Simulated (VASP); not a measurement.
# XPS shifts in Al7Ag

Which atoms of Al7Ag bind their core electrons more tightly, and does the hole change the order?

Method: PBE; plane waves and PAW (Al, Ag), in the first sound run; inputs show where later runs differ, in VASP 6.6.1.

### Step 1. The starting structure

The structure is monoclinic, space group C2/m (No. 12). The conventional cell has a = 9.929 Å, b = 11.465 Å, c = 4.965 Å, α = 90.00°, β = 109.47°, γ = 90.00°. Nearest to Al lie 9 Al at 2.87 Å and 3 Ag at 2.87 Å. Al has 11 Al at 2.87 Å and 1 Ag at 2.87 Å nearest. Al has 1 Ag at 2.87 Å and 11 Al at 2.87 Å nearest. Ag has 11 Al at 2.87 Å and 1 Ag at 2.87 Å nearest. It derives from Ag. Random alloy: site Ag, solute Al, share 0.875, order random, lattice volume linear between typed atomic volumes. Farther neighbours are not listed.

As a file:

```
Al Ag
1.0
    -8.10703    0.00000    0.00000
     6.08028   -6.08028    4.05352
     8.10703    8.10703    0.00000
Al Ag
14 2
Direct
  0.00000 0.50000 0.12500
  0.00000 0.50000 0.37500
  0.00000 0.50000 0.62500
  0.00000 0.50000 0.87500
  0.00000 0.00000 0.00000
  0.00000 0.00000 0.25000
  0.00000 0.00000 0.50000
  0.50000 0.50000 0.12500
  0.50000 0.50000 0.37500
  0.50000 0.50000 0.62500
  0.50000 0.50000 0.87500
  0.50000 0.00000 0.00000
  0.50000 0.00000 0.25000
  0.50000 0.00000 0.75000
  0.00000 0.00000 0.75000
  0.50000 0.00000 0.50000
```

### Step 2. Relaxation

The atoms are relaxed first inside the given cell, which is kept (ISIF = 0), since core levels depend on the positions.

INCAR reads:

```
SYSTEM = Al7Ag
PREC = Normal
ENCUT = 330
EDIFF = 1E-05
NELM = 100
ISMEAR = 0
SIGMA = 0.1
LREAL = Auto
ALGO = Fast
GGA = PE
NBANDS = 48
LASPH = .TRUE.
LWAVE = .FALSE.
LCHARG = .FALSE.
KPAR = 8
IBRION = 2
NSW = 50
ISIF = 0
EDIFFG = -0.05
```

POSCAR reads:

```
Al7Ag
1.0
   -8.1070347795      0.0000000000      0.0000000000
    6.0802760846     -6.0802760846      4.0535173898
    8.1070347795      8.1070347795      0.0000000000
Al Ag
14 2
Direct
    0.0000000000      0.5000000000      0.1250000000
    0.0000000000      0.5000000000      0.3750000000
    0.0000000000      0.5000000000      0.6250000000
    0.0000000000      0.5000000000      0.8750000000
    0.0000000000      0.0000000000      0.0000000000
    0.0000000000      0.0000000000      0.2500000000
    0.0000000000      0.0000000000      0.5000000000
    0.5000000000      0.5000000000      0.1250000000
    0.5000000000      0.5000000000      0.3750000000
    0.5000000000      0.5000000000      0.6250000000
    0.5000000000      0.5000000000      0.8750000000
    0.5000000000      0.0000000000      0.0000000000
    0.5000000000      0.0000000000      0.2500000000
    0.5000000000      0.0000000000      0.7500000000
    0.0000000000      0.0000000000      0.7500000000
    0.5000000000      0.0000000000      0.5000000000
```

KPOINTS reads:

```
Automatic mesh
0
Gamma
7 5 7
0 0 0
```

Potentials, in the order of the species: Al and Ag (PBE family, release 64).

Launch:

```bash
mpirun -np 8 vasp_std
```

The program printed:

```text
[banner, memory and clock lines left out]
running    8 mpi-ranks, on    1 nodes
 distrk:  each k-point on    1 cores,    8 groups
 distr:  one band on    1 cores,    1 groups

 POSCAR found type information on POSCAR AlAg
 POSCAR found :  2 types and      16 ions
|                                                                             |
|           W    W    AA    RRRRR   N    N  II  N    N   GGGG   !!!           |
|           W    W   A  A   R    R  NN   N  II  NN   N  G    G  !!!           |
|           W    W  A    A  R    R  N N  N  II  N N  N  G       !!!           |
|           W WW W  AAAAAA  RRRRR   N  N N  II  N  N N  G  GGG   !            |
|           WW  WW  A    A  R   R   N   NN  II  N   NN  G    G                |
|           W    W  A    A  R    R  N    N  II  N    N   GGGG   !!!           |
|                                                                             |
|     For optimal performance we recommend to set                             |
|       NCORE = 2 up to number-of-cores-per-socket                            |
|     NCORE specifies how many cores store one orbital (NPAR=cpu/NCORE).      |
|     This setting can greatly improve the performance of VASP for DFT.       |
|     The default, NCORE=1 might be grossly inefficient on modern             |
|     multi-core architectures or massively parallel machines. Do your        |
|     Unfortunately you need to use the default for GW and RPA                |
|     calculations (for HF NCORE is supported but not extensively tested      |
|     yet).                                                                   |
|                                                                             |

 LDA part: xc-table for (Slater+PW92), standard interpolation
 POSCAR, INCAR and KPOINTS ok, starting setup
 FFT: planning ... GRIDC
 FFT: planning ... GRID_SOFT
 FFT: planning ... GRID
 WAVECAR not read
 entering main loop
       N       E                     dE             d eps       ncg     rms          rms(c)
DAV:   1     0.112730579015E+03    0.11273E+03   -0.18253E+04  6944   0.764E+02
DAV:   2    -0.538030055348E+02   -0.16653E+03   -0.15326E+03  7976   0.147E+02
DAV:   3    -0.610005188717E+02   -0.71975E+01   -0.70192E+01  8544   0.271E+01
DAV:   4    -0.610763945745E+02   -0.75876E-01   -0.75698E-01  8112   0.314E+00
DAV:   5    -0.610772446614E+02   -0.85009E-03   -0.85000E-03  8224   0.361E-01    0.126E+01
RMM:   6    -0.586863255404E+02    0.23909E+01   -0.26989E+01  6912   0.180E+01    0.141E+01
RMM:   7    -0.579182122202E+02    0.76811E+00   -0.19625E+00  6912   0.537E+00    0.605E+00
RMM:   8    -0.577629498416E+02    0.15526E+00   -0.68383E-01  6912   0.313E+00    0.119E+00
RMM:   9    -0.577267923487E+02    0.36157E-01   -0.64989E-02  6912   0.996E-01    0.217E-01
RMM:  10    -0.577266823448E+02    0.11000E-03   -0.40519E-03  6912   0.204E-01    0.189E-01
RMM:  11    -0.577268098561E+02   -0.12751E-03   -0.97868E-04  6912   0.129E-01    0.108E-01
RMM:  12    -0.577266828947E+02    0.12696E-03   -0.44414E-04  6912   0.763E-02    0.260E-02
RMM:  13    -0.577266875286E+02   -0.46339E-05   -0.54116E-05  6517   0.273E-02
   1 F= -.57726688E+02 E0= -.57709477E+02  d E =-.577267E+02
 curvature:   0.00 expect dE= 0.000E+00 dE for cont linesearch  0.000E+00
 trial: gam= 0.00000 g(F)=  0.985E-02 g(S)=  0.000E+00 ort = 0.000E+00 (trialstep = 0.100E+01)
 search vector abs. value=  0.985E-02
 bond charge predicted
       N       E                     dE             d eps       ncg     rms          rms(c)
DAV:   1    -0.577347367094E+02   -0.80538E-02   -0.93358E-01  8064   0.321E+00    0.133E-01
RMM:   2    -0.577350170800E+02   -0.28037E-03   -0.66678E-03  6912   0.406E-01    0.521E-02
RMM:   3    -0.577350324366E+02   -0.15357E-04   -0.69393E-04  6914   0.128E-01    0.417E-02
RMM:   4    -0.577350298614E+02    0.25752E-05   -0.10381E-04  6892   0.469E-02    0.239E-02
RMM:   5    -0.577350268066E+02    0.30548E-05   -0.25386E-05  4863   0.231E-02
   2 F= -.57735027E+02 E0= -.57717836E+02  d E =-.833928E-02
[...]
3 F= -.57741851E+02 E0= -.57724677E+02  d E =-.151633E-01
 curvature:  -1.43 expect dE=-0.745E-03 dE for cont linesearch -0.545E-03
 ZBRENT: extrapolating
 opt :   3.1312  next Energy=   -57.742452 (dE=-0.158E-01)
 bond charge predicted
       N       E                     dE             d eps       ncg     rms          rms(c)
DAV:   1    -0.577424379225E+02   -0.57941E-03   -0.35977E-01  7568   0.199E+00    0.816E-02
RMM:   2    -0.577425524568E+02   -0.11453E-03   -0.25460E-03  6912   0.252E-01    0.321E-02
RMM:   3    -0.577425607038E+02   -0.82470E-05   -0.27122E-04  6912   0.804E-02    0.290E-02
RMM:   4    -0.577425597837E+02    0.92011E-06   -0.41376E-05  5823   0.299E-02
   4 F= -.57742560E+02 E0= -.57725386E+02  d E =-.158723E-01
 curvature:  -1.58 expect dE=-0.425E-03 dE for cont linesearch -0.355E-06
 trial: gam= 0.02261 g(F)=  0.270E-03 g(S)=  0.000E+00 ort = 0.471E-04 (trialstep = 0.143E+01)
 search vector abs. value=  0.277E-03
 reached required accuracy - stopping structural energy minimisation
```

It took 99 s on 8 MPI ranks of AMD EPYC 9R45, shared host; peak memory 4 GiB; 13 min of CPU time.

Lines that name or quote the potential files are left out of all logs, and their timing lines are given in words.

OUTCAR, selected parts (step 2):

```text
ion  position               nearest neighbor table
   1  0.000  0.500  0.125-   2 2.87   4 2.87   9 2.87  11 2.87  16 2.87  13 2.87  12 2.87  14 2.87
                             7 2.87  15 2.87  15 2.87   7 2.87
   2  0.000  0.500  0.375-   1 2.87   3 2.87  10 2.87   8 2.87  16 2.87  14 2.87  12 2.87  13 2.87
                            15 2.87   5 2.87   5 2.87  15 2.87
   3  0.000  0.500  0.625-   2 2.87   4 2.87  11 2.87   9 2.87  14 2.87  12 2.87  13 2.87  16 2.87
                             5 2.87   6 2.87   6 2.87   5 2.87
   4  0.000  0.500  0.875-   1 2.87   3 2.87   8 2.87  10 2.87  13 2.87  12 2.87  14 2.87  16 2.87
                             6 2.87   7 2.87   7 2.87   6 2.87
   5  0.000  0.000  0.000-   6 2.87  13 2.87  15 2.87  14 2.87   9 2.87   8 2.87  10 2.87  11 2.87
                             2 2.87   3 2.87   3 2.87   2 2.87
   6  0.000  0.000  0.250-   5 2.87   7 2.87  16 2.87  12 2.87   9 2.87  10 2.87   8 2.87  11 2.87
                             3 2.87   4 2.87   4 2.87   3 2.87
   7  0.000  0.000  0.500-   6 2.87  14 2.87  15 2.87  13 2.87  11 2.87  10 2.87   8 2.87   9 2.87
                             4 2.87   1 2.87   1 2.87   4 2.87
   8  0.500  0.500  0.125-   2 2.87   9 2.87  11 2.87   4 2.87   7 2.87   6 2.87   5 2.87  15 2.87
                            14 2.87  16 2.87  14 2.87  16 2.87
   9  0.500  0.500  0.375-   3 2.87   8 2.87  10 2.87   1 2.87  15 2.87   7 2.87   5 2.87   6 2.87
                            14 2.87  12 2.87  12 2.87  14 2.87
  10  0.500  0.500  0.625-   4 2.87   9 2.87  11 2.87   2 2.87  15 2.87   5 2.87   6 2.87   7 2.87
                            12 2.87  13 2.87  13 2.87  12 2.87
  11  0.500  0.500  0.875-   1 2.87   8 2.87  10 2.87   3 2.87   6 2.87   5 2.87   7 2.87  15 2.87
                            13 2.87  16 2.87  16 2.87  13 2.87
  12  0.500  0.000  0.000-   6 2.87  13 2.87  14 2.87  15 2.87   1 2.87   2 2.87   3 2.87   4 2.87
                             9 2.87  10 2.87  10 2.87   9 2.87
  13  0.500  0.000  0.250-   7 2.87  12 2.87  16 2.87   5 2.87   2 2.87   3 2.87   1 2.87   4 2.87
                            10 2.87  11 2.87  11 2.87  10 2.87
  14  0.500  0.000  0.750-   5 2.87  12 2.87  16 2.87   7 2.87   1 2.87   4 2.87   2 2.87   3 2.87
                             8 2.87   9 2.87   9 2.87   8 2.87
  15  0.000  0.000  0.750-   5 2.87   7 2.87  12 2.87  16 2.87   8 2.87  11 2.87   9 2.87  10 2.87
                             1 2.87   2 2.87   2 2.87   1 2.87
  16  0.500  0.000  0.500-  13 2.87  14 2.87  15 2.87   6 2.87   3 2.87   4 2.87   1 2.87   2 2.87
                            11 2.87   8 2.87   8 2.87  11 2.87

  LATTYP: Found a base centered monoclinic cell.
 ALAT       =     9.9290492684
 B/A-ratio  =     1.1547005384
 C/A-ratio  =     0.5000000000
 COS(beta)  =    -0.3333333333

 Subroutine GETGRP returns: Found  4 space group operations
 (whereof  1 operations were pure point group operations)

The static configuration has the point symmetry C_1 .
 The point group associated with its full space group is C_2h.

 Found     72 irreducible k-points:

   k-points           NKPTS =     72   k-points in BZ     NKDIM =     72   number of bands    NBANDS=     48

   dimension x,y,z NGX =    36 NGY =   42 NGZ =   54
   dimension x,y,z NGXF=    72 NGYF=   84 NGZF=  108

   ENCUT  =  330.0 eV  24.25 Ry    4.92 a.u.  12.01 14.08 16.98*2*pi/ulx,y,z

   NELECT =      64.0000    total number of electrons

 k-points in reciprocal lattice and weights: Automatic mesh
   0.00000000  0.00000000  0.00000000       0.004
   0.14285714 -0.00000000  0.00000000       0.008
   0.28571429  0.00000000  0.00000000       0.008
   0.42857143 -0.00000000  0.00000000       0.008
   0.00000000  0.20000000  0.00000000       0.008
   0.14285714  0.20000000  0.00000000       0.008
   0.28571429  0.20000000  0.00000000       0.008
   0.42857143  0.20000000  0.00000000       0.008
  -0.42857143  0.20000000  0.00000000       0.008
[...]
-0.28571429  0.40000000  0.42857143       0.016
  -0.14285714  0.40000000  0.42857143       0.016

 average (electrostatic) potential at core
       1 -72.6382       2 -72.6382       3 -72.5540       4 -72.5540       5 -72.5048
       6 -72.5267       7 -72.5048       8 -72.6382       9 -72.5540      10 -72.5540
      11 -72.6382      12 -72.5267      13 -72.5048      14 -72.5048      15 -72.0960
      16 -72.0960

 E-fermi :   8.1773

 k-point     1 :       0.0000    0.0000    0.0000
  band No.  band energies     occupation
    ...
     28       7.5533      2.00000
     29       7.7848      2.00000
     30       7.8092      2.00000
     31       8.0078      1.98344
     32       8.2163      0.58106
     33       8.3930      0.00228
     34       8.7008      0.00000
     35       8.8931      0.00000
     36       8.8981      0.00000
     37       8.9550      0.00000
    ...

 k-point     2 :       0.1429   -0.0000    0.0000
  band No.  band energies     occupation
    ...
     27       7.1801      2.00000
     28       7.4318      2.00000
     29       7.4911      2.00000
     30       7.5972      2.00000
     31       8.0253      1.96837
     32       8.5383      0.00000
     33       8.5589      0.00000
     34       8.9361      0.00000
     35       9.1720      0.00000
     36       9.2993      0.00000
    ...

 k-point     3 :       0.2857    0.0000    0.0000
  band No.  band energies     occupation
    ...
     27       5.4934      2.00000
     28       6.0391      2.00000
     29       6.9591      2.00000
     30       7.2655      2.00000
     31       7.8968      1.99993
     32       8.5259      0.00000
     33       8.6860      0.00000
     34       9.3237      0.00000
     35       9.4632      0.00000
     36       9.9383      0.00000
    ...

  energy-cutoff  :      330.00
  volume of cell :      266.41
      direct lattice vectors                 reciprocal lattice vectors
    -8.107034779  0.000000000  0.000000000    -0.123349662  0.123349662  0.370048986
     6.080276085 -6.080276085  4.053517390     0.000000000  0.000000000  0.246699324
     8.107034779  8.107034779  0.000000000     0.000000000  0.123349662  0.185024493

 POSITION                                       TOTAL-FORCE (eV/Angst)
 -----------------------------------------------------------------------------------
     -4.06968     -2.03872      2.02401         0.011226      0.007541      0.006214
     -2.01479      0.01616      2.02401        -0.007541     -0.011226      0.006214
      8.10064      2.01279      2.03424         0.005763      0.007578      0.008363
     10.14776      4.05991      2.03424        -0.007578     -0.005763      0.008363
     -8.09758      0.00475      0.00030        -0.005638      0.005279     -0.004975
      2.03117      2.02235      0.00480         0.008923     -0.008923      0.014079
     -4.05827      4.04406      0.00030        -0.005279      0.005638     -0.004975
      0.01616     -2.01479      2.02951        -0.011226     -0.007541     -0.006214
      2.01279     -0.00640      2.01928         0.007578      0.005763     -0.008363
      4.05991      2.04072      2.01928        -0.005763     -0.007578     -0.008363
      6.06831      4.03735      2.02951         0.007541      0.011226     -0.006214
     10.12938      2.03117      4.04872        -0.008923      0.008923     -0.014079
      4.04406     -4.05827      4.05321         0.005638     -0.005279      0.004975
      8.11179      0.00945      4.05321         0.005279     -0.005638      0.004975
     12.14391      0.01665      4.04444        -0.012319      0.012319     -0.034684
      0.01665      4.03687      0.00907         0.012319     -0.012319      0.034684
 -----------------------------------------------------------------------------------
    total drift:                                0.000000     -0.000000      0.000000

  FREE ENERGIE OF THE ION-ELECTRON SYSTEM (eV)
  ---------------------------------------------------
  free  energy   TOTEN  =       -57.7425597837 eV

  energy  without entropy=      -57.7082130892  energy(sigma->0) =      -57.72538644

 reached required accuracy - stopping structural energy minimisation

[... 3 further parts left out ...]
```

The run keeps the 4 symmetry operations of its start, so it cannot find a distortion of lower symmetry.

The steps of the relaxation:

```csv
step,energy less that of the first step (eV),largest force (eV/Å)
1,0.0000,0.1670
2,-0.0083,0.1177
3,-0.0152,0.0542
4,-0.0159,0.0388
```

The atoms that moved most (Å):

```csv
atom,dx,dy,dz,length
Ag15,-0.017,0.017,-0.009,0.025
Ag16,0.017,-0.017,0.009,0.025
Al1,-0.016,-0.012,-0.003,0.020
Al8,0.016,0.012,0.003,0.020
Al2,0.012,0.016,-0.003,0.020
Al11,-0.012,-0.016,0.003,0.020
Al10,0.006,0.014,-0.007,0.017
Al3,-0.006,-0.014,0.007,0.017
```

The relaxed structure:

```xyz
16
Lattice="-8.1070 0.0000 0.0000 6.0803 -6.0803 4.0535 8.1070 8.1070 0.0000" Properties=species:S:1:pos:R:3 pbc="T T T"
Al    4.0374   -2.0387    2.0240
Al    6.0922    0.0162    2.0240
Al    8.1006    2.0128    2.0342
Al   10.1478    4.0599    2.0342
Al    0.0095    0.0048    0.0003
Al    2.0312    2.0223    0.0048
Al    4.0488    4.0441    0.0003
Al    0.0162   -2.0148    2.0295
Al    2.0128   -0.0064    2.0193
Al    4.0599    2.0407    2.0193
Al    6.0683    4.0374    2.0295
Al   -4.0579    0.0044   -0.0048
Al   -2.0362    2.0220   -0.0003
Al    2.0315    6.0897   -0.0003
Ag    6.0636    6.0969   -0.0091
Ag    0.0166    4.0369    0.0091
```

Numbers from this step:

```yaml
free_energy_toten: -57.7426 eV
energy_at_zero_smearing: -57.7254 eV
fermi_energy: 8.177 eV
```

At PBE, with these data sets, the largest force is down to 0.039 eV/Å.

(Continued in part 2 of 3.)

[Lines on the potential files, build, host, timing and source positions are cut from VASP's logs without a mark.]

[Logs are printed without paths, hosts, clocks, repeated set-up lines and the standing remarks that a program may print on its own settings, such as how far it seeks lower states.]

[Hosts, paths, dates, database ids (printed as entryN), source tags and the programs' standing remarks are cut or masked in the printed files.]
